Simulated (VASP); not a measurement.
An input for Ansatz (written as the equivalent of a VASP run, and not itself run):

Ansatz 0.2 input:
```yaml
crystal:
  lattice:
    - [3.2075566, 0.0000000, 0.0000000]
    - [-1.6037783, 2.7778257, 0.0000000]
    - [0.0000000, 0.0000000, 4.7364584]
  atoms:
    - { symbol: Hf, position: [0.0000000, 0.0000000, 0.0000000] }
    - { symbol: O, position: [0.3333330, 0.6666670, 0.2022317] }
    - { symbol: O, position: [0.6666670, 0.3333330, 0.7977683] }
kpoints:
  mp_grid: { grid: [7, 7, 4] }
hamiltonian:
  xc: r2scan
  pseudopotentials: { kind: paw }
scf:
  occupations: { method: gaussian, width: 0.05 }
  max_iter: 100
relax:
  max_steps: 60
  f_tol: 0.02
  cell: {}
output: { forces: true, stress: true, eigenvalues: true }
```

**Question.** Translate this input to VASP (INCAR, KPOINTS, POSCAR, choice of POTCAR).

**Answer.** This is not unique; one that fits is 
**INCAR**
```
# general
SYSTEM =HfO2
PREC   =Accurate
ENCUT  =520   # plane-wave cut-off (eV)
LREAL  =.FALSE.
LASPH  =.TRUE.

# electronic loop
EDIFF  =1E-6   # SCF stop (eV)
NELM   =100   # most electronic steps
ALGO   =Normal
LMAXMIX=6
LMIXTAU=.TRUE.

# smearing
ISMEAR =0
SIGMA  =0.05   # width (eV)

# functional
METAGGA=R2SCAN

# ions
IBRION =2
NSW    =60
ISIF   =3
EDIFFG =-0.02

# output
LWAVE  =.FALSE.
LCHARG =.FALSE.
```

**KPOINTS**
```
Regular mesh
0
gamma
  7 7 4
0 0 0
```

File POSCAR:
```
HfO2
1
    3.2075565910    -0.0000000000    -0.0000000000
   -1.6037782955     2.7778256852    -0.0000000000
    0.0000000000     0.0000000000     4.7364583574
Hf O
1 2
Direct
  0.0000000000   0.0000000000   0.0000000000
  0.3333330000   0.6666670000   0.2022317030
  0.6666670000   0.3333330000   0.7977682970
```

POTCAR, in this order: Hf_pv O (PBE.64 set). Program: vasp_std.

The two are equivalent in intent, not identical: each code has its own PAW files, so the cut-off isn't converted (ENCUT is set for VASP's; basis.ecutwfc is left out, and Ansatz then takes the one that its files recommend); Ansatz stops its SCF on the density residual and VASP on the energy change (EDIFF).

The structure was generated: HfO2 was put into the CdI2 type (P-3m1), which need not be its known phase. This run relaxes it. Symmetry was kept, so distortions that lower it aren't found. The start is the result of an earlier pass.
